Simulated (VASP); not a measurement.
Runs of VASP 6.6.1 on Sb. It takes space group R-3m (No. 166, trigonal). Conventional cell: a = 4.308 Å, b = 4.308 Å, c = 11.274 Å, α = 90.00°, β = 90.00°, γ = 120.00°. Sb (site symmetry 3m) has 3 Sb at 2.91 Å as nearest neighbours. 

| k mesh | cutoff (eV) | mesh quality | gap on the mesh (eV) | pressure (GPa) | largest force (eV/Å) |
| --- | --- | --- | --- | --- | --- |
| 6 × 6 × 6 | 450 | not flagged | none | 0.3 | 0.10 |
| 6 × 6 × 6 | 350 | not flagged | none | 0.3 | 0.10 |
| 3 × 3 × 3 | 520 | coarse | 1.29 | 0.9 | (a) |
| 6 × 6 × 6 | 600 | not flagged | none | 0.3 | 0.10 |
| 9 × 9 × 9 | 520 | not flagged | 0.08 | (b) | 0.21 |

Alike in all rows: task single point; level PBE+D3(BJ); potentials or basis VASP PAW PBE potentials, release 64 (Sb); no spin polarisation; cell as given; smearing gaussian 0.02 eV.

Question: Fill in the values left out.

Answer: (a) 0.09; (b) 0.2.

Caveats: some runs use coarse meshes; pairwise dispersion overbinds metals, which lowers pressure and volume (some runs); spin-orbit coupling is left out, which moves the levels of the heavy elements (some runs); an odd mesh through Γ misses points on the zone boundary, where band edges often lie (some runs).

A k mesh can miss the band edges, and the runs leave out spin-orbit coupling on Sb.

A gap of «none» marks a metal or a gap under the smearing width.

Not every run made on this cell is shown here.
